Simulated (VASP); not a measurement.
Al2InN3:

```
CELL_PARAMETERS angstrom
-1.67500 1.67500 7.10000
1.67500 -1.67500 7.10000
1.67500 1.67500 -7.10000
ATOMIC_POSITIONS crystal
Al 0.66670 0.66670 0.00000
Al 0.33330 0.33330 0.00000
In 0.00000 0.00000 0.00000
N 0.41670 0.91670 0.50000
N 0.08330 0.58330 0.50000
N 0.75000 0.25000 0.50000
```

The cell was built by a generator and needn't be a form met in nature.

- Program: VASP 6.6.1
- Task: relaxation of cell and atoms
- Functional: PBE
- Potentials or basis: VASP PAW PBE potentials, release 64 (Al, In_d, N)
- Cutoff: 520 eV
- k mesh: 6 × 6 × 6
- Occupations: gaussian, width 0.15 eV
- Spin: no spin polarisation

At the start: pressure -6.5 GPa; volume 13.28 Å³/atom.

**Question.** How do energy, volume and symmetry change on relaxing?

**Answer.** Over 5 steps the energy falls by 200.9 meV/atom and the volume is 12.22 Å³/atom (-8.0 %); space group I-4m2 (No. 119, to 0.05 Å).

Step by step:
```csv
step,energy change (eV),largest force (eV/Å),pressure (GPa),volume (Å³)
1,0.0000,3.8421,-6.54,79.68
2,-0.9833,1.8056,0.69,73.59
3,-0.9943,2.0446,2.60,72.83
4,-1.2046,0.0822,0.32,73.35
5,-1.2052,0.0479,0.38,73.32
```

Final structure:
```
Al In N
1.0
    -1.62785    1.62785    6.91743
     1.62785   -1.62785    6.91743
     1.62785    1.62785   -6.91743
Al In N
2 1 3
Direct
  0.67495 0.67495 0.00000
  0.32505 0.32505 0.00000
  0.00000 0.00000 0.00000
  0.39817 0.89817 0.50000
  0.10183 0.60183 0.50000
  0.75000 0.25000 0.50000
```

Caveat: the k mesh is coarse (spacing up to 0.44 Å⁻¹), so the values aren't converged.
